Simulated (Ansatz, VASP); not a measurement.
**Cross-check of BiN between VASP and Ansatz**

Aim: how closely do two programs agree when they are given the same cell, functional and k mesh? The cell is generated by rule, not measured, and may not be a known phase. The cell is taken from a series of runs on this material, whose earlier steps may have relaxed, scaled, displaced or heated it; both programs get it as it stands.

Method: plane waves, with VASP 6.6.1 beside it; relaxation of cell and atoms at PBEsol, in Ansatz 0.2.0.

## (1) The structure

Symmetry: I4mm, No. 107, tetragonal system. The conventional cell has a = 3.570 Å, b = 3.570 Å, c = 5.334 Å, α = 90.00°, β = 90.00°, γ = 90.00°. Nearest to Bi lie 5 N at 2.26 to 2.56 Å. Nearest to N lie 5 Bi at 2.26 to 2.56 Å. Farther neighbours and most contacts between anions are not listed.

As a file:

```cif
data_structure
_symmetry_space_group_name_H-M 'P 1'
_symmetry_Int_Tables_number 1
_cell_length_a 3.6725
_cell_length_b 3.6725
_cell_length_c 3.6725
_cell_angle_alpha 121.832
_cell_angle_beta 121.832
_cell_angle_gamma 86.855
_cell_volume 34.00
loop_
_atom_site_label
_atom_site_type_symbol
_atom_site_fract_x
_atom_site_fract_y
_atom_site_fract_z
_atom_site_occupancy
Bi1 Bi 0.01839 0.01839 0.00000 1
N2 N 0.44122 0.44122 0.00000 1
```

## (2) Ansatz: relaxation of cell and atoms, PBEsol, pair 1

Ansatz runs on its default PAW (the set named soft_2) files.

The relaxed volume is the usual yardstick between codes: in a stiff, nearly cubic crystal its relative difference is about their pressure difference at one cell divided by the bulk modulus.

File input.yaml:

```yaml
crystal:
  lattice:
    - [-1.7851467478, 1.7851467478, 2.6670945176]
    - [1.7851467478, -1.7851467478, 2.6670945176]
    - [1.7851467478, 1.7851467478, -2.6670945176]
  atoms:
    - { symbol: Bi, position: [0.0183934914, 0.0183934914, 0.0] }
    - { symbol: "N", position: [0.4412158963, 0.4412158963, 0.0] }
kpoints:
  mp_grid: { grid: [10, 10, 10] }
hamiltonian:
  xc: pbesol
scf:
  occupations: { method: fixed }
output:
  forces: true
  stress: true
  eigenvalues: true
relax:
  adjacent_minimum: "off"
  f_tol: 0.001
  max_steps: 60
  cell: { stress_tol: 0.01 }
```

Launch:

```
> ansatz run input.yaml --threads 4 --pin off --max-ram 7168MiB --backend cpu --events-out ev --progress --plain --runs-dir out
```

Numbers of over 12 decimals in the logs are rounded to 6 here.

What it wrote:

```text
Engine: ansatz 0.2.0, aarch64-unknown-linux-gnu
Pseudopotentials: kind: paw
Pseudopotential: Bi, paw, valence charge 15, recommended cutoff 420 eV (normal), Bi.paw.azcp
Pseudopotential: N, paw, valence charge 5, recommended cutoff 420 eV (normal), N.paw.azcp
Functional definition: PBEsol
  exchange = pbesol_x
  correlation = pbesol_c
Crystal: 2 atoms, lattice volume = 33.997 Å³
Basis set: ecut = 420 eV, 641 PW (Γ), exchange–correlation on 50×50×50 points (8 copies of the dense FFT grid, shifted against one another)
Bands: 14, of which v1, the nominal top of the filled ones, is band 10 counted from 1 (9 counted from 0)
Symmetry: 8 space group operations
Space group: I4mm (ITA 107), of the structure as read, at distance tolerance 3.2e-5 Å
k-points: 102 of 1000 (time reversal used)
Non-local potential: Bi, projectors of the file, l = 0: 2, l = 1: 2, l = 2: 2, l = 3: 2
Non-local potential: N, projectors of the file, l = 0: 2, l = 1: 2, l = 2: 1
PAW form: soft (Blöchl's): semilocal exchange-correlation on the pseudo side does not see the compensation charge
PAW frozen core: Bi, regenerated for the run's functional, and the local potential with it (the file was generated under x = pbe(κ = 0.804, μ = 0.219515), c = pbe(β = 0.066725))
PAW frozen core: N, regenerated for the run's functional, and the local potential with it (the file was generated under x = pbe(κ = 0.804, μ = 0.219515), c = pbe(β = 0.066725))
PAW one-centre angular grid: Bi, 590 points (default); XC on 64 Gauss nodes
PAW one-centre angular grid: N, 110 points (default); XC on 64 Gauss nodes
Initial density: superposition of atomic densities (neutral atoms: chi_scale 0, normalization atom), corrected by the library's trained network
Initial wavefunctions: pseudopotential atomic-orbital guess
Functional: x = pbesol(κ = 0.804, μ = 0.123457), c = pbesol(β = 0.046)
SCF iter   1: F=—  HF=-12619.256037 eV  |F-HF|=—  |Δ(HF+E_count)|=         —  Δρ=1.90e-2  dr2=1.56e-1  ethr=1.77e-3  ⟨swp⟩=4.0  Hψ=6333  notcnv=0  defer=145
preconditioner: auto → none  [insulator: Δε(μ)=0.623 eV  Ē_g=19.639 eV  n_scr=14 (ndim 8)  ℏωp=28.5 eV  f_vac=0.000  ε∞_Penn≈3.1]
SCF iter   2: F=—  HF=-12619.265521 eV  |F-HF|=—  |Δ(HF+E_count)|=   9.48e-3  Δρ=2.18e-2  dr2=1.99e-1  ethr=7.78e-4  ⟨swp⟩=2.0  Hψ=2896  notcnv=0  defer=162
SCF iter   3: F=—  HF=-12619.224188 eV  |F-HF|=—  |Δ(HF+E_count)|=   4.13e-2  Δρ=2.64e-3  dr2=2.64e-3  ethr=7.78e-4  ⟨swp⟩=2.1  Hψ=1834  notcnv=0  defer=181
SCF iter   4: F=—  HF=-12619.223663 eV  |F-HF|=—  |Δ(HF+E_count)|=   5.25e-4  Δρ=2.95e-4  dr2=3.39e-5  ethr=1.32e-5  ⟨swp⟩=2.6  Hψ=2286  notcnv=0  defer=202
SCF iter   5: F=—  HF=-12619.223661 eV  |F-HF|=—  |Δ(HF+E_count)|=   1.78e-6  Δρ=9.11e-5  dr2=1.34e-6  ethr=1.70e-7  ⟨swp⟩=2.1  Hψ=2365  notcnv=0  defer=66
SCF iter   6: F=-12619.223662 eV  HF=-12619.223662 eV  |F-HF|=7.78e-9  |Δ(HF+E_count)|=   7.89e-7  Δρ=1.13e-5  dr2=3.42e-8  ethr=5.00e-10  ⟨swp⟩=8.0  Hψ=7893  notcnv=0
SCF 1 converged in 6 iterations: F = -12619.223662 eV  dr2 = 3.42e-8
  greatest PAW one-centre occupation: 0.990 electrons in one spin orbital (limit 2), on the Bi atom at site 0 (counted from 0), in its partial waves of l = 2
relax step   1: F+E_penalty+E_count = -12619.22366185 eV  Δ(F+E_penalty+E_count) = +0.000e0 eV  max|allowed force component| = 3.511e-4 eV/Å  Δτ_max = 0.0000 Å  P = +0.016 GPa  Ω = 33.997 Å³  (6 SCF iters, dr2 threshold 1.00e-7 eV, accepted)
[...]
relax step   2: F+E_penalty+E_count = -12619.22363833 eV  Δ(F+E_penalty+E_count) = +2.351e-5 eV  max|allowed force component| = 3.758e-4 eV/Å  Δτ_max = 0.0002 Å  P = -0.024 GPa  Ω = 34.010 Å³  energy of the carried Pulay correction = -2.331e-5 eV  (4 SCF iters, dr2 threshold 1.18e-9 eV, rejected (line search))
[...]
relax step   3: F+E_penalty+E_count = -12619.22365250 eV  Δ(F+E_penalty+E_count) = +9.343e-6 eV  max|allowed force component| = 9.047e-5 eV/Å  Δτ_max = 0.0001 Å  P = +0.001 GPa  Ω = 34.002 Å³  energy of the carried Pulay correction = -9.632e-6 eV  (6 SCF iters, accepted)
[...]
relax step   4: F+E_penalty+E_count = -12619.22365798 eV  Δ(F+E_penalty+E_count) = -5.479e-6 eV  max|allowed force component| = 9.059e-5 eV/Å  Δτ_max = 0.0000 Å  P = +0.001 GPa  Ω = 34.002 Å³  stress off target by 2.71e-3 GPa  SCF on the basis re-selected at this cell (its energy is not comparable with the rows above)  (5 SCF iters)
basis re-selected at this cell: Δ(F+E_penalty+E_count) = -5.479e-6 eV, ΔP = +0.000 GPa vs the last step (what re-selecting the basis moved, of the pressure what is left beyond the Pulay correction that the steps carried, after the strain that the cell walked since its last selection, with what the two solves' SCF thresholds leave and, on support functions, any second-order correction that the steps lacked; it is no m [...]
SCF converged after 5 iterations
Free energy (F): -12619.223658 eV
Harris-Foulkes:  -12619.223658 eV  (|F-HF|=1.82e-12)
Internal energy: -12619.223658 eV  (E = F + TS)
E sigma→0 (E₀):  -12619.223658 eV
Fermi energy:    12.679877 eV
--- Per-component energies (eV) ---
  E_band       = -40.337037
  E_kinetic    = 428.296507
  E_local      = -1433.981802  (includes V_loc(G=0)·N_el)
  E_nonlocal   = 610.986938
  E_hartree    = 440.137110
  E_xc         = -210.279550
  E_vxc        = -220.603099  (∫ρ·V_xc dr)
  E_paw        = -10630.819610  (= ΣΔE_a)
  E_vpaw       = -305.309428  (= ΣTr[D̂ρ^β])
  E_aug_tail   = -0.000367  (compensation charges beyond the density's cutoff)
  E_ewald      = -1823.680734
  E_core_change = 0.117851  (= ΣΔE_core)
  E_smearing   = -0.000000  (= −TS)
  E_closure    = 0.000000  (closes the sum)
  Σ components = -12619.223658   (vs F -12619.223658, Δ=0.00e0)
--- Forces (eV/Å), atoms counted from 1 ---
  atom   1  Bi     0.00000000    -0.00000000    -0.00009060
  atom   2  N     -0.00000000     0.00000000     0.00009058
  max |Σ_I F_I| component: 2.04e-8 eV/Å
--- Stress (GPa, compression-positive) ---
        0.000009      -0.000000       0.000000
       -0.000000       0.000009      -0.000000
        0.000000      -0.000000       0.002711
  P = ⅓ Tr σ = 0.0009 GPa (0.009 kbar)
--- Band table (eV; the first three rows and the last of 102) ---
  k-point 0: bands = [... 6 lower, 5.6276, 10.4835, 10.5834, 10.5834, 18.3710, 18.3710, 18.6316, 21.3666]
  k-point 1: bands = [... 6 lower, 5.1944, 10.2615, 10.3953, 11.2246, 17.0896, 17.7489, 18.4667, 20.7203]
  k-point 2: bands = [... 6 lower, 4.4146, 9.6634, 9.8987, 11.9844, 15.1620, 16.8134, 18.1740, 20.1547]
  k-point 101: bands = [... 6 lower, 2.6190, 7.3748, 8.8310, 8.8310, 17.4102, 17.5899, 18.9072, 18.9072]
--- Relaxed structure (3 steps of the walk, 2 accepted, 1 SCFs on fresh bases) ---
  F+E_penalty+E_count = -12619.22365798 eV   max|allowed force component| = 9.059e-5 eV/Å   (the final SCF, on the basis selected at the relaxed cell)
  cell:  # Å, volume = 34.0024 Å³
    - [-1.785191, 1.785191, 2.667352]
    - [1.785191, -1.785191, 2.667352]
    - [1.785191, 1.785191, -2.667352]
  atoms:
    - { symbol: Bi, position: [0.018408, 0.018408, 0] }
    - { symbol: N, position: [0.441201, 0.441201, 0] }
```

The column dr2 measures how far the density is from self-consistency, as an energy; F and HF (Harris–Foulkes) agree once it is small.

## (3) VASP: relaxation of cell and atoms, PBEsol, pair 1

The same cell, functional and mesh now go to VASP, with its own data sets.

Lines of VASP's logs that name or quote its potential files are left out, and so is its time.

File INCAR:

```
SYSTEM = BiN
PREC = Accurate
ENCUT = 600
EDIFF = 1E-07
NELM = 120
ISMEAR = 0
SIGMA = 0.01
LREAL = .FALSE.
ALGO = Normal
GGA = PS
NBANDS = 16
LORBIT = 11
LWAVE = .FALSE.
LCHARG = .FALSE.
ISIF = 3
IBRION = 2
NSW = 80
EDIFFG = -0.005
LASPH = .TRUE.
GGA_COMPAT = .FALSE.
NELMIN = 4
EFERMI = MIDGAP
KPAR = 2
```

File POSCAR:

```
BiN
1.0
   -1.7851470000      1.7851470000      2.6670950000
    1.7851470000     -1.7851470000      2.6670950000
    1.7851470000      1.7851470000     -2.6670950000
Bi N
1 1
Direct
    0.0183934206      0.0183934206      0.0000000000
    0.4412158172      0.4412158172      0.0000000000
```

File KPOINTS:

```
Automatic mesh
0
Gamma
10 10 10
0 0 0
```

PAW data sets: Bi_d and N (PBE family, release 64).

Launch:

```
> mpirun -np 2 vasp_std
```

What it wrote:

```text
[banner, memory and clock lines left out]
running    2 mpi-ranks, on    1 nodes
 distrk:  each k-point on    1 cores,    2 groups
 distr:  one band on    1 cores,    1 groups

 POSCAR found type information on POSCAR BiN
 POSCAR found :  2 types and       2 ions
|                                                                             |
|               ----> ADVICE to this user running VASP <----                  |
|                                                                             |
|     You enforced a specific xc type in the INCAR file but a different       |
|     [... a line on the potential file left out ...]
|     I HOPE YOU KNOW WHAT YOU ARE DOING!                                     |
|                                                                             |

 LDA part: xc-table for (Slater+PW92), standard interpolation
 POSCAR, INCAR and KPOINTS ok, starting setup
 FFT: planning ... GRIDC
 FFT: planning ... GRID_SOFT
 FFT: planning ... GRID
 WAVECAR not read
 entering main loop
       N       E                     dE             d eps       ncg     rms          rms(c)
DAV:   1     0.166405506677E+03    0.16641E+03   -0.11764E+04  3272   0.172E+03
DAV:   2    -0.122993523740E+01   -0.16764E+03   -0.16318E+03  3672   0.421E+02
DAV:   3    -0.132491877162E+02   -0.12019E+02   -0.11936E+02  4024   0.108E+02
DAV:   4    -0.135082575919E+02   -0.25907E+00   -0.25899E+00  4192   0.171E+01
DAV:   5    -0.135170858934E+02   -0.88283E-02   -0.88282E-02  4752   0.285E+00    0.768E+00
DAV:   6    -0.119380039413E+02    0.15791E+01   -0.16196E+01  5000   0.244E+01    0.425E+00
DAV:   7    -0.116782972868E+02    0.25971E+00   -0.16498E+00  3784   0.752E+00    0.163E+00
DAV:   8    -0.116865978652E+02   -0.83006E-02   -0.34426E-01  3480   0.435E+00    0.159E+00
DAV:   9    -0.116643289077E+02    0.22269E-01   -0.66869E-02  3736   0.176E+00    0.311E-01
DAV:  10    -0.116644484083E+02   -0.11950E-03   -0.22321E-03  4424   0.350E-01    0.101E-01
DAV:  11    -0.116644799569E+02   -0.31549E-04   -0.97035E-05  4208   0.666E-02    0.362E-02
DAV:  12    -0.116644727593E+02    0.71976E-05   -0.13864E-05  4224   0.357E-02    0.131E-02
DAV:  13    -0.116644721165E+02    0.64273E-06   -0.16526E-06  4560   0.143E-02    0.438E-03
DAV:  14    -0.116644720391E+02    0.77473E-07   -0.57616E-08  2480   0.227E-03
   1 F= -.11664472E+02 E0= -.11664472E+02  d E =-.116645E+02
[...]
2 F= -.11664490E+02 E0= -.11664490E+02  d E =-.184037E-04
[...]
3 F= -.11664493E+02 E0= -.11664493E+02  d E =-.207766E-04
[...]
4 F= -.11664502E+02 E0= -.11664502E+02  d E =-.945916E-05
[...]
5 F= -.11664502E+02 E0= -.11664502E+02  d E =-.958125E-05
[...]
6 F= -.11664500E+02 E0= -.11664500E+02  d E =-.688364E-05
[...]
7 F= -.11664502E+02 E0= -.11664502E+02  d E =-.952318E-05
 curvature:  -0.04 expect dE=-0.586E-06 dE for cont linesearch -0.100E-07
 trial: gam= 0.74892 g(F)=  0.121E-06 g(S)=  0.133E-04 ort =-0.241E-05 (trialstep = 0.103E+01)
 search vector abs. value=  0.240E-04
 bond charge predicted
       N       E                     dE             d eps       ncg     rms          rms(c)
DAV:   1    -0.116645455594E+02   -0.43137E-04   -0.49285E-03  3632   0.554E-01    0.320E-02
DAV:   2    -0.116645263077E+02    0.19252E-04   -0.16475E-04  4848   0.153E-01    0.191E-02
DAV:   3    -0.116645102972E+02    0.16010E-04   -0.27090E-05  4936   0.854E-02    0.189E-03
DAV:   4    -0.116645107558E+02   -0.45861E-06   -0.46465E-06  3960   0.199E-02    0.104E-03
DAV:   5    -0.116645107748E+02   -0.18989E-07   -0.10627E-07  2864   0.406E-03
   8 F= -.11664511E+02 E0= -.11664511E+02  d E =-.843597E-05
 trial-energy change:   -0.000008  1 .order   -0.000009   -0.000012   -0.000006
 step:   1.9331(harm=  1.9331)  dis= 0.00106  next Energy=   -11.664514 (dE=-0.112E-04)
 reached required accuracy - stopping structural energy minimisation
```

Parts of OUTCAR (step 3):

```text
ion  position               nearest neighbor table
   1  0.018  0.018  0.000-   2 2.26   2 2.56   2 2.56   2 2.56   2 2.56
   2  0.441  0.441  0.000-   1 2.26   1 2.56   1 2.56   1 2.56   1 2.56

  LATTYP: Found a body centered tetragonal cell.
 ALAT       =     3.5702940000
 C/A-ratio  =     1.4940478291

 Subroutine GETGRP returns: Found  8 space group operations
 (whereof  8 operations were pure point group operations)

The static configuration has the point symmetry C_4v.

 Found    102 irreducible k-points:

   k-points           NKPTS =    102   k-points in BZ     NKDIM =    102   number of bands    NBANDS=     16

   dimension x,y,z NGX =    30 NGY =   30 NGZ =   30
   dimension x,y,z NGXF=    60 NGYF=   60 NGZF=   60

   ENCUT  =  600.0 eV  44.10 Ry    6.64 a.u.   7.33  7.33  7.33*2*pi/ulx,y,z

   NELECT =      20.0000    total number of electrons

 k-points in reciprocal lattice and weights: Automatic mesh
   0.00000000  0.00000000  0.00000000       0.001
   0.10000000 -0.00000000  0.00000000       0.008
   0.20000000 -0.00000000  0.00000000       0.008
   0.30000000  0.00000000 -0.00000000       0.008
   0.40000000  0.00000000 -0.00000000       0.008
   0.50000000  0.00000000 -0.00000000       0.004
   0.10000000  0.10000000  0.00000000       0.008
   0.20000000  0.10000000  0.00000000       0.016
   0.30000000  0.10000000  0.00000000       0.016
[...]
-0.40000000 -0.40000000  0.40000000       0.002
   0.50000000  0.50000000  0.50000000       0.001

 average (electrostatic) potential at core
       1-102.1600       2 -59.9426

 E-fermi :   8.8649

 k-point     1 :       0.0000    0.0000    0.0000
  band No.  band energies     occupation
    ...
      6      -7.9580      2.00000
      7       1.4822      2.00000
      8       6.3523      2.00000
      9       6.4421      2.00000
     10       6.4421      2.00000
     11      14.2459      0.00000
     12      14.2459      0.00000
     13      14.4840      0.00000
     14      17.2484      0.00000
     15      18.0742      0.00000
    ...

 k-point     2 :       0.1000   -0.0000    0.0000
  band No.  band energies     occupation
    ...
      6      -7.8139      2.00000
      7       1.1350      2.00000
      8       6.3401      2.00000
      9       6.4745      2.00000
     10       6.6168      2.00000
     11      13.2254      0.00000
     12      13.9751      0.00000
     13      14.1756      0.00000
     14      16.7310      0.00000
     15      18.5140      0.00000
    ...

 k-point     3 :       0.2000   -0.0000    0.0000
  band No.  band energies     occupation
    ...
      6      -7.3908      2.00000
      7       0.2462      2.00000
      8       6.2913      2.00000
      9       6.5686      2.00000
     10       6.9894      2.00000
     11      11.6342      0.00000
     12      13.2811      0.00000
     13      13.4125      0.00000
     14      16.4118      0.00000
     15      19.0724      0.00000
    ...

  Total        0.0069529      0.0069529     -0.0061024      0.0000000      0.0000000      0.0000000
  in kB        0.3278391      0.3278391     -0.2877382      0.0000000      0.0000000      0.0000000
  external PRESSURE =       0.1226467 kB  Pullay stress =       0.0000000 kB

  energy-cutoff  :      600.00
  volume of cell :       33.98
      direct lattice vectors                 reciprocal lattice vectors
    -1.784981493  1.784981493  2.666158271     0.000000000  0.280114949  0.187535753
     1.784981493 -1.784981493  2.666158271     0.280114949  0.000000000  0.187535753
     1.784981493  1.784981493 -2.666158271     0.280114949  0.280114949  0.000000000

 POSITION                                       TOTAL-FORCE (eV/Angst)
 -----------------------------------------------------------------------------------
      0.00000      0.00000      0.09590        -0.000000     -0.000000      0.000027
      1.78498      1.78498     -0.31127         0.000000      0.000000     -0.000027
 -----------------------------------------------------------------------------------
    total drift:                               -0.000000     -0.000000      0.000255

  FREE ENERGIE OF THE ION-ELECTRON SYSTEM (eV)
  ---------------------------------------------------
  free  energy   TOTEN  =       -11.6645107748 eV

  energy  without entropy=      -11.6645107748  energy(sigma->0) =      -11.66451077

 reached required accuracy - stopping structural energy minimisation

 total charge
# of ion       s       p       d       tot
------------------------------------------
    1        1.609   1.067   9.997  12.673
    2        1.299   2.227   0.000   3.525
--------------------------------------------------
tot          2.908   3.294   9.997  16.198

[... 3 further parts left out ...]
```

The gap is read on the k-mesh alone, so it is an upper bound where the band edges lie off the mesh. The run keeps the 8 symmetry operations of its start, so it cannot find a distortion of lower symmetry.

## (4) Side by side

Known differences besides the potentials themselves: fixed occupations in Ansatz, narrow Gaussian smearing in VASP; the cutoff is 420 eV in Ansatz and 600 eV in VASP; Ansatz makes its cores anew for this functional, VASP keeps those of its PBE data sets; Ansatz adds a Pulay correction to the stress that steers its cell, VASP none. Total energies have different zeros and are not compared.

Compared:

| quantity | Ansatz | VASP | difference |
| --- | --- | --- | --- |
| volume (Å³) | 34.00 | 33.98 | +0.07 % |
| edge a after relaxation, in the typed setting (Å) | 3.673 | 3.672 | +0.03 % |

[end of part 1 of 2]

[Lines on the potential files, build, host, timing and source positions are cut from VASP's logs without a mark.]

[Logs are printed without paths, hosts, clocks, repeated set-up lines and the standing remarks that a program may print on its own settings, such as how far it seeks lower states.]

[Hosts, paths, dates, database ids (printed as entryN), source tags and the programs' standing remarks are cut or masked in the printed files.]
